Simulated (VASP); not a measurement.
A cell of MnO (relaxed from the litharge structure, space group P4/nmm) near equilibrium:

```xyz
4
Lattice="3.8876 0.0000 0.0000 0.0000 3.8876 0.0000 0.0000 0.0000 2.9870" Properties=species:S:1:pos:R:3 pbc="T T T"
Mn     1.9438     0.0000     0.0946
Mn     0.0000     1.9438     2.8924
O      0.0000     0.0000     0.0000
O      1.9438     1.9438     0.0000
```
Starting moments (μB, in the order of the record's atoms Mn Mn O O): 3.2 3.2 0.1 0.1.

Computed with PBEsol GGA, VASP's PBE PAW potentials (set 64) (plane waves; VASP).

The moments were started parallel, and other spin orders were not tried in this run.

```csv
run,ΔE (meV/atom),σxx,σyy,σzz,"largest shear component, with its sign (GPa)",largest force (eV/Å),moment (μB)
as it is,0.0,2.17,2.17,0.02,0.00,0.072,7.12
after one change,-0.7,1.75,0.08,-0.23,0.00,0.077,7.17
```
Stress is in GPa, positive when the cell is compressed.

Problem. Which change was made?
A. isotropic strain of +0.5 %
B. atom 2 (Mn) moved by 0.025 Å along z
C. biaxial strain of +0.5 % in the yz plane

Solution. C, biaxial strain of +0.5 % in the yz plane

The structure was generated: MnO was put into the litharge type (P4/nmm), which need not be its known phase.
